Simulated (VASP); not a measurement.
Wanted: the native input for a VASP 6.6.1 run.

```yaml
Task: relaxation of cell and atoms
Functional: PBE
Potentials_or_basis: VASP PAW PBE potentials, release 64 (Al, B, P)
Cutoff: 520 eV
k_mesh: 4 × 4 × 6
Occupations: gaussian, width 0.03 eV
Spin: no spin polarisation
Further_INCAR_settings: ALGO = Normal; EDIFF = 1e-07; IBRION = 2; POTIM = 0.3; EDIFFG = -0.005; NSW = 60; ISIF = 3
```

The structure of AlB3P4 lies in POSCAR:

```
AlB3P4                                  
1.0
    6.7561722191      0.0000000000      0.0000000000
    0.0000000000      5.8447830550      0.0000000000
    0.0000000000      0.0000000000      5.5822782991
  Al              B               P             
     2     6     8
Direct
     1.0000000000000000    0.6624897994623535    0.5017044755693120
     0.5000000000000000    0.3375102005376468    0.0017044755693120
     1.0000000000000000    0.3171906987591854    0.9997583430203848
     0.7516201663454618    0.8375887413405640    0.0016679803611148
     0.2483798336545383    0.8375887413405640    0.0016679803611148
     0.5000000000000000    0.6828093012408144    0.4997583430203848
     0.7483798336545382    0.1624112586594359    0.5016679803611146
     0.2516201663454617    0.1624112586594359    0.5016679803611146
     1.0000000000000000    0.6530647940373661    0.9171110388056024
     0.7247021816204233    0.8518466148301381    0.3619942949813333
     0.2752978183795767    0.8518466148301381    0.3619942949813333
     0.5000000000000000    0.7101928359408612    0.8593006119197970
     0.5000000000000000    0.3469352059626340    0.4171110388056025
     0.7752978183795767    0.1481533851698617    0.8619942949813331
     0.2247021816204234    0.1481533851698617    0.8619942949813331
     1.0000000000000000    0.2898071640591389    0.3593006119197968
```

The cell was built by a generator and needn't be a form met in nature.

The input as run:

INCAR

```
SYSTEM = AlB3P4
  PREC = Accurate
  ENCUT = 520
  EDIFF = 1E-7
  ISMEAR = 0
  SIGMA = 0.03
  LREAL = .False.
  LASPH = .True.
  NELM = 120
  ALGO = Normal
  ISIF = 3
  LWAVE = .False.
  LCHARG = .False.
  GGA = PE
  IBRION = 2
  NSW = 60
  EDIFFG = -0.005
  POTIM = 0.3
  KPAR = 8
```

KPOINTS

```
regular mesh
0
Gamma
  4 4 6
  0 0 0
```

Potentials or basis: VASP PAW PBE potentials, release 64 (Al, B, P).

Run with:

```bash
$ cat potpaw_PBE.64/Al/POTCAR potpaw_PBE.64/B/POTCAR potpaw_PBE.64/P/POTCAR > POTCAR
$ mpirun -np 8 vasp_std > vasp.out
```

It gave:

```json
{
  "Energy gained by relaxing": "0.0 meV/atom",
  "Ionic steps": "3",
  "Pressure after relaxing": "0.0 GPa",
  "Largest force after relaxing": "0.005 eV/Å",
  "Band gap on the k mesh": "0.79 eV, direct"
}
```

It took 2.1 min on 8 MPI ranks on Intel(R) Xeon(R) Platinum 8259CL CPU @ 2.50GHz (Skylake/Cascade Lake), on a shared host, peak memory 0.5 GiB a rank.
